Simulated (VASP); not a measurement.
Crystal: CuF.

```
Cu F
1.0
     2.73846    0.00000    0.00000
     0.00000    2.73846    0.00000
     0.00000    0.00000    2.73846
Cu F
1 1
Cartesian
  0.0000 0.0000 0.0000
  1.3692 1.3692 1.3692
```

The cell was built by a generator and needn't be a form met in nature.

Program: VASP 6.6.1. Alike in all runs: task single point; potentials or basis VASP PAW PBE potentials, release 64 (Cu, F); no spin polarisation; cell as given; cutoff (eV) 520; smearing fermi-dirac 0.02 eV; the mesh is coarse, so values aren't converged.

Order these runs on this cell by their pressure, lowest first.
A. level PBE; k mesh 6 × 6 × 6
B. level HSE06; k mesh 4 × 4 × 4; exchange at q = 0 truncated; grid for exact exchange (PRECFOCK) Normal; screening parameter 0.2079 1/A
C. level r2SCAN; k mesh 6 × 6 × 6

C (0.1 GPa), B (3.2 GPa), A (6.6 GPa).

Caveats: all runs use coarse meshes; the run has no spin polarisation, though such a crystal can be magnetic; the PAW data sets were made with another functional, which shifts forces and pressure a little (some runs).

Not every run made on this cell is shown here.
